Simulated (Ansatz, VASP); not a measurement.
# BeSi2: VASP beside Ansatz, part 2 of 2

One calculation is typed for both programs; each brings its own data sets. How far apart do they land? The cell is generated by rule, not measured, and may not be a known phase. The cell is taken from a series of runs on this material, whose earlier steps may have relaxed, scaled, displaced or heated it; both programs get it as it stands.

VASP 6.6.1 and Ansatz 0.2.0.

So far: Set-up; VASP: zone-centre phonons, PBEsol.

The structure was built from a prototype and need not be the compound's stable phase.

## Step 3: Ansatz: zone-centre phonons, PBEsol

Level of this step: Ansatz beside VASP: Kohn-Sham DFT, plane waves, PBEsol (Ansatz).

Ansatz runs on its default PAW (the set named soft_2) files.

The same cell, functional, mesh and smearing now go to Ansatz, which takes its cutoff from its data sets.

input.yaml

```yaml
crystal:
  lattice:
    - [2.7820321755, 0.0, 0.0]
    - [-1.3910160877, 2.4093105381, 0.0]
    - [0.0, 0.0, 5.5325386777]
  atoms:
    - { symbol: Be, position: [0.0, 0.0, 0.0] }
    - { symbol: Si, position: [0.3333333333, 0.6666666667, 0.3184987978] }
    - { symbol: Si, position: [0.6666666667, 0.3333333333, 0.6815012022] }
kpoints:
  mp_grid: { grid: [15, 15, 8] }
hamiltonian:
  xc: pbesol
scf:
  occupations: { method: methfessel_paxton, width: 0.15 }
output:
  eigenvalues: true
phonons:
  method: dfpt
  qmesh: [3, 3, 2]
  temperatures: { t_max: 1000, t_step: 50 }
  qpath:
    path:
      - [[0.0, 0.0, 0.0], [0.5, 0.0, 0.0], [0.33333333, 0.33333333, 0.0], [0.0, 0.0, 0.0], [0.0, 0.0, 0.5], [0.5, 0.0, 0.5], [0.33333333, 0.33333333, 0.5], [0.0, 0.0, 0.5]]
      - [[0.5, 0.0, 0.5], [0.5, 0.0, 0.0]]
      - [[0.33333333, 0.33333333, 0.5], [0.33333333, 0.33333333, 0.0]]
    npoints: 10
```

Launch:

```
$ ansatz run input.yaml --threads 4 --pin off --max-ram 7168MiB --backend cpu --events-out ev --progress --plain --runs-dir out
```

Numbers of over 12 decimals in the logs are rounded to 6 here.

The log of the run:

```text
Warning: phonons: the dynamical matrix that this run interpolates holds no multipole term above the dipole-dipole one, and a site of this crystal is no centre of inversion, so its interpolated transverse optical and acoustic branches and sound speeds can stay off near Gamma, and the density of states and the thermodynamics with them. What a run solves at a wave vector of phonons.qpoints, Gamma apart, where the deck admits one, is free of this, and under fd what a larger phonons.supercell samples
Engine: ansatz 0.2.0, aarch64-unknown-linux-gnu
Pseudopotentials: kind: paw
Pseudopotential: Be, paw, valence charge 2, recommended cutoff 420 eV (normal), Be.paw.azcp
Pseudopotential: Si, paw, valence charge 4, recommended cutoff 420 eV (normal), Si.paw.azcp
Functional definition: PBEsol
  exchange = pbesol_x
  correlation = pbesol_c
Crystal: 3 atoms, lattice volume = 37.083 Å³
Basis set: ecut = 420 eV, 739 PW (Γ), exchange–correlation on 40×40×80 points (8 copies of the dense FFT grid, shifted against one another)
Bands: 9, of which v1, the nominal top of the filled ones, is band 5 counted from 1 (4 counted from 0)
Symmetry: 12 space group operations
k-points: 192 of 1800
Non-local potential: Be, projectors of the file, l = 0: 2, l = 1: 2, l = 2: 1
Non-local potential: Si, projectors of the file, l = 0: 2, l = 1: 2, l = 2: 2
PAW form: soft (Blöchl's): semilocal exchange-correlation on the pseudo side does not see the compensation charge
PAW frozen core: Be, regenerated for the run's functional, and the local potential with it (the file was generated under x = pbe(κ = 0.804, μ = 0.219515), c = pbe(β = 0.066725))
PAW frozen core: Si, regenerated for the run's functional, and the local potential with it (the file was generated under x = pbe(κ = 0.804, μ = 0.219515), c = pbe(β = 0.066725))
PAW one-centre angular grid: Be, 110 points (default); XC on 64 Gauss nodes
PAW one-centre angular grid: Si, 110 points (default); XC on 64 Gauss nodes
Initial density: superposition of atomic densities (neutral atoms: chi_scale 0, normalization atom), corrected by the library's trained network
Initial wavefunctions: pseudopotential atomic-orbital guess
Functional: x = pbesol(κ = 0.804, μ = 0.123457), c = pbesol(β = 0.046)
SCF iter   1: F=—  HF=-1332.162850 eV  |F-HF|=—  |Δ(HF+E_count)|=         —  Δρ=2.29e-3  dr2=1.72e-3  ethr=1.77e-3  ⟨swp⟩=5.2  Hψ=13210  notcnv=0
preconditioner: auto → none  [metal: Δε(μ)=0.025 eV  Ē_g=9.156 eV  σ=0.150 eV  W_gap=0.14  n_scr=2 (ndim 8)  ℏωp=19.3 eV  f_vac=0.000  D(μ)=0.89/eV (n_scr^D=2)  sad-step TF]
SCF iter   2: F=—  HF=-1332.162634 eV  |F-HF|=—  |Δ(HF+E_count)|=   2.17e-4  S|Δr|=    0.00e0  Δρ=1.37e-3  dr2=6.72e-4  ethr=1.72e-5  ⟨swp⟩=1.5  Hψ=3455  notcnv=0
SCF iter   3: F=—  HF=-1332.162704 eV  |F-HF|=—  |Δ(HF+E_count)|=   7.02e-5  S|Δr|=    0.00e0  Δρ=7.17e-4  dr2=1.22e-3  ethr=6.72e-6  ⟨swp⟩=2.5  Hψ=2534  notcnv=0
SCF iter   4: F=—  HF=-1332.162452 eV  |F-HF|=—  |Δ(HF+E_count)|=   2.51e-4  S|Δr|=    0.00e0  Δρ=1.24e-4  dr2=1.99e-5  ethr=6.72e-6  ⟨swp⟩=2.0  Hψ=2128  notcnv=0
SCF iter   5: F=—  HF=-1332.162449 eV  |F-HF|=—  |Δ(HF+E_count)|=   3.89e-6  S|Δr|=    0.00e0  Δρ=2.96e-5  dr2=1.20e-6  ethr=1.99e-7  ⟨swp⟩=2.0  Hψ=2148  notcnv=0
SCF iter   6: F=—  HF=-1332.162449 eV  |F-HF|=—  |Δ(HF+E_count)|=   1.45e-7  S|Δr|=    0.00e0  Δρ=1.50e-5  dr2=3.79e-7  ethr=1.20e-8  ⟨swp⟩=1.0  Hψ=1662  notcnv=0
SCF iter   7: F=—  HF=-1332.162449 eV  |F-HF|=—  |Δ(HF+E_count)|=   7.81e-8  S|Δr|=    0.00e0  Δρ=1.89e-6  dr2=5.41e-9  ethr=3.79e-9  ⟨swp⟩=1.9  Hψ=2042  notcnv=0
SCF iter   8: F=-1332.162449 eV  HF=-1332.162449 eV  |F-HF|=1.36e-12  |Δ(HF+E_count)|=  8.67e-10  S|Δr|=    0.00e0  Δρ=8.58e-8  dr2=1.94e-12  ethr=1.00e-12  ⟨swp⟩=6.0  Hψ=9286  notcnv=0
SCF 1 converged in 8 iterations: F = -1332.162449 eV  dr2 = 1.94e-12
  greatest PAW one-centre occupation: 0.662 electrons in one spin orbital (limit 2), on the Si atom at site 2 (counted from 0), in its partial waves of l = 0
Initial density: read from a saved state, or passed on in memory by an earlier SCF of this step, an earlier step, the calling program or the single point that the run made first
iter 1 solved again at ethr=1.99e-7 eV; its pass at ethr=3.10e-3 eV (dr2=1.99e-5 eV) is discarded
SCF iter   1: F=—  HF=-1332.162448 eV  |F-HF|=—  |Δ(HF+E_count)|=         —  Δρ=2.03e-7  dr2=1.52e-11  ethr=1.99e-7  ⟨swp⟩=3.1  Hψ=18158  notcnv=0
eigensolver tolerance schedule: the retry pair's looser diagonalisation over-reported the residual by 1303532.75 of it (diagonalisation noise at an unbounded share of the residual, at the tolerance the schedule requests for it); recorded, not acted on — ethr = c·dr2/N_el stays at c = 1.0e-1
preconditioner: auto → none  [metal: Δε(μ)=0.017 eV  Ē_g=9.155 eV  σ=0.150 eV  W_gap=0.10  n_scr=2 (ndim 8)  ℏωp=19.3 eV  f_vac=0.000  D(μ)=0.89/eV (n_scr^D=2)]
SCF iter   2: F=—  HF=-1332.162449 eV  |F-HF|=—  |Δ(HF+E_count)|=   4.54e-7  S|Δr|=    0.00e0  Δρ=1.42e-7  dr2=2.45e-11  ethr=1.00e-12  ⟨swp⟩=3.1  Hψ=3477  notcnv=0
SCF iter   3: F=-1332.162449 eV  HF=-1332.162449 eV  |F-HF|=4.55e-13  |Δ(HF+E_count)|=  4.77e-12  S|Δr|=    0.00e0  Δρ=7.68e-8  dr2=1.43e-12  ethr=1.00e-12  ⟨swp⟩=1.3  Hψ=4610  notcnv=0
SCF 2 converged in 3 iterations: F = -1332.162449 eV  dr2 = 1.43e-12
phonons: the bands overlap, so this run is a metal and interpolates without the dipole-dipole term. If the crystal is really an insulator or semiconductor, its LO-TO splitting is missing
NSCF: frozen V_eff on 192 k-points
WARN: eigensolver did not converge in 13 slots of this pass, the one above among them; of largest residual over every band (k=28): 1 band(s) unlocked (lowest unlocked band 8, counted from 0; max residual 6.48e-2 eV among the unlocked bands, 6.48e-2 eV over every band); of lowest unlocked band (k=10): band 8
NSCF: frozen V_eff on 488 k-points
DFPT response loops at q = (0, 0, 0) (fractional): preconditioner auto → Kerker (q_TF=auto, 2.193 Å⁻¹) (partly filled bands, converged f_vac=0.000); β = 1.00, the filter's whole step (`scf.mixing.beta` (0.50) is not read by the response loops under this deck's `scf.mixing.preconditioner`; to damp them name `kerker` or `kerker_dos`, under which they read `scf.mixing.beta`, and type it under 1.00, their step now; both keys bind the ground state too); Broyden in place of MSR1
NSCF: frozen V_eff on 976 k-points
DFPT response loops at q = (0, 0, -0.5) (fractional): mixed as the last ones told, above
NSCF: frozen V_eff on 1920 k-points
DFPT response loops at q = (0, 0.333333, 0) (fractional): mixed as the last ones told, above
NSCF: frozen V_eff on 1920 k-points
DFPT response loops at q = (0, 0.333333, -0.5) (fractional): mixed as the last ones told, above
NSCF: frozen V_eff on 1830 k-points
DFPT response loops at q = (0.333333, 0.333333, 0) (fractional): mixed as the last ones told, above
NSCF: frozen V_eff on 1830 k-points
DFPT response loops at q = (0.333333, 0.333333, -0.5) (fractional): mixed as the last ones told, above
SCF converged after 8 iterations
Stability not checked: this state was not tested for a lower state beside it, because cold or Methfessel-Paxton smearing, or corrected tetrahedra, fill the levels in a way that the test cannot read (fill_not_monotonic; see scf.lower_state_search)
Free energy (F): -1332.162449 eV
Harris-Foulkes:  -1332.162449 eV  (|F-HF|=1.36e-12)
Internal energy: -1332.162815 eV  (E = F + TS)
E sigma→0 (E₀):  -1332.162540 eV
Entropy (-TS):   0.000367 eV (0.122 meV/atom)
Fermi energy:    10.085833 eV
--- Per-component energies (eV) ---
  E_band       = 44.408423
  E_kinetic    = 103.634113
  E_local      = -0.720338  (includes V_loc(G=0)·N_el)
  E_nonlocal   = 55.356898
  E_hartree    = 4.390956
  E_xc         = -131.128450
  E_vxc        = -117.234389  (∫ρ·V_xc dr)
  E_paw        = -1054.146765  (= ΣΔE_a)
  E_vpaw       = -5.409781  (= ΣTr[D̂ρ^β])
  E_aug_tail   = 0.000012  (compensation charges beyond the density's cutoff)
  E_ewald      = -309.621894
  E_core_change = 0.072653  (= ΣΔE_core)
  E_smearing   = 0.000367  (= −TS)
  E_closure    = 0.000000  (closes the sum)
  Σ components = -1332.162449   (vs F -1332.162449, Δ=0.00e0)
--- Band table (eV; the first three rows and the last of 192) ---
  k-point 0: bands = ["-4.1857", "-0.1074", "1.9856", "13.2063", "15.1556", "17.4271", "17.4271", "17.5433", "17.5433"]
  k-point 1: bands = ["-4.1423", "-0.4536", "2.4695", "11.9970", "16.4630", "17.4209", "17.4209", "17.6372", "17.6372"]
  k-point 2: bands = ["-4.0247", "-1.0487", "3.4737", "10.2891", "17.4418", "17.4418", "17.8688", "17.8688", "18.4595"]
  k-point 191: bands = ["4.0943", "4.0943", "4.6986", "5.5716", "5.5716", "6.6770", "13.1558", "13.2389", "13.2389"]
--- Phonons (Γ-DFPT): 4 representative perturbations + reference (Σ response iterations 10) ---
  ASR residual: 1.163e-4 → 0.000e0 eV/Å²; symmetrization residual: 2.832e-8 eV/Å²
  ASR residual per site (eV/Å²): 1.16e-4 3.52e-5 3.52e-5
  Γ frequencies (cm⁻¹): 0.00 0.00 0.00 146.89 146.89 296.74 296.74 367.74 493.19
--- Phonons (arbitrary-q DFPT): 6 irreducible q on the 3×3×2 mesh ---
  q = [0.0000, 0.0000, 0.0000] (star 1, of the zone-centre solve; hermiticity 6.50e-9, symmetrization 3.82e-12): 0.00 0.00 0.00 146.89 146.89 296.74 296.74 367.74 493.19
  q = [0.0000, 0.0000, -0.5000] (star 1, 4 solved perturbations in 1360 linear systems a pass and spin channel, the states on 488 of 1800 k-point pairs; hermiticity 1.36e-8, symmetrization 4.00e-11): 40.75 40.75 110.98 110.98 208.37 218.27 267.18 267.18 495.99
  q = [0.0000, 0.3333, 0.0000] (star 6, 6 solved perturbations on 960 of 1800 k-point pairs; hermiticity 1.36e-8, symmetrization 7.71e-11): -87.89 48.82 118.48 156.80 213.43 227.42 227.60 365.55 466.15
  q = [0.0000, 0.3333, -0.5000] (star 6, 6 solved perturbations on 960 of 1800 k-point pairs; hermiticity 1.38e-8, symmetrization 7.05e-11): -129.73 -39.55 99.81 132.62 236.65 252.69 297.46 324.88 474.54
  q = [0.3333, 0.3333, 0.0000] (star 2, 4 solved perturbations in 2476 linear systems a pass and spin channel, the states on 915 of 1800 k-point pairs; hermiticity 7.68e-9, symmetrization 2.82e-9): -162.07 -162.07 68.64 269.39 269.39 272.18 299.53 299.53 452.09
  q = [0.3333, 0.3333, -0.5000] (star 2, 4 solved perturbations in 2476 linear systems a pass and spin channel, the states on 915 of 1800 k-point pairs; hermiticity 6.39e-9, symmetrization 5.95e-9): 34.32 34.32 155.99 165.69 165.69 217.46 342.68 342.68 465.07
  sum rule: each row above includes the acoustic sum rule's correction from the zone centre's row sums; it moved no ω² by more than (1.87 cm⁻¹)²
  mesh force constants: q→R imaginary residual 0.00e0; ASR residual 1.163e-4 → 0.000e0 eV/Å²; symmetrization residual 1.332e-15 eV/Å²
  interpolated dispersion: 93 rows × 9 modes
  density of states and harmonic sums: on the 27×27×12 q-mesh, interpolated from the force constants of a 3×3×2 supercell (no non-analytic term)
  largest difference from the sums on the solved wave vectors: F 4.77e-2 eV, S 6.02e-5 and C_V 1.97e-5 eV/K
  zero-point energy: 0.114351 eV/cell   skipped modes (ω ≤ 0): 1250, of them read as no rigid motion or as one in doubt: 1247 (1.534e0 modes/cell left out, lowest -175.44 cm⁻¹)   left out of the sums: 1.71e-1 of the cell's modes: C_V's classical limit lies that fraction below 3 k_B per atom; for a crystal, a wire or a layer, F and S can be off by more, and a phonons.interpolated_qmesh denser along its periods is the remedy for the sampling
```

## Step 4: Differences

Known differences besides the potentials themselves: VASP's run holds the zone centre alone; the cutoff is 420 eV in Ansatz and 600 eV in VASP; Ansatz makes its cores anew for this functional, VASP keeps those of its PBE data sets. Total energies have different zeros and are not compared.

Both answers:

| quantity | Ansatz | VASP | difference |
| --- | --- | --- | --- |
| optical mode 1 to 2 (cm⁻¹) | 146.9 | 147.8 | -0.64 % |
| optical mode 3 to 4 (cm⁻¹) | 296.7 | 298.5 | -0.57 % |
| optical mode 5 (cm⁻¹) | 367.7 | 368.8 | -0.30 % |
| optical mode 6 (cm⁻¹) | 493.2 | 496.8 | -0.73 % |

Modes are paired by rising frequency, not by their patterns, so a pair may set unlike modes beside each other; they are those without the splitting of longitudinal modes.

## Step 5: What came out

* r.m.s. difference of the optical zone-centre modes, each program's sorted by frequency (zone-centre phonons, PBEsol): 1.9 cm⁻¹
* difference in optical mode 6 (zone-centre phonons, PBEsol): -0.7 %

What this shows: The r.m.s. difference of the optical zone-centre modes, each program's sorted by frequency is 1.9 cm⁻¹ (zone-centre phonons, PBEsol). Among the rows given in per cent, the largest difference of the zone-centre phonons, PBEsol pair is in optical mode 6, -0.7 %. Such differences can come from data sets, numerical settings and the points named under the comparisons, not from the functional's error against experiment.

[Lines on the potential files, build, host, timing and source positions are cut from VASP's logs without a mark.]

[Logs are printed without paths, hosts, clocks, repeated set-up lines and the standing remarks that a program may print on its own settings, such as how far it seeks lower states.]

[Hosts, paths, dates, database ids (printed as entryN), source tags and the programs' standing remarks are cut or masked in the printed files.]
